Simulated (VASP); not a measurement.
Consider the following.

```
RuSi2
1.0
    2.85722     0.00000     0.00000
    0.00000     2.85722     0.00000
    0.00000     0.00000     5.23274
Si Ru
2 1
Direct
  0.50000   0.50000   0.72102
  0.50000   0.50000   0.27898
  0.00000   0.00000   0.00000
```

The numbers are results of r2SCAN meta-GGA, VASP's PBE PAW potentials (set 64) (plane waves; VASP 6.6.1), not measurements. Settings: 400 eV cut-off, 12×12×7 Γ-centred mesh, tetrahedra with Blöchl corrections, potentials Si Ru_pv.

**Question.** What does the run give for the energy per atom (σ→0), band gap (over mesh and band path) with the smallest direct gap where there is one?

**Answer.** 
```json
{
 "band gap (over mesh and band path)": "none (metal, semimetal or under 0.01 eV)",
 "energy per atom (σ→0)": "-14.728 eV/atom"
}
```

Only differences to runs with the same potentials and settings are physical.

The structure comes from a computed database's Si2Ru entry (P4/mmm); how it stands against other phases isn't given here. It was relaxed first.
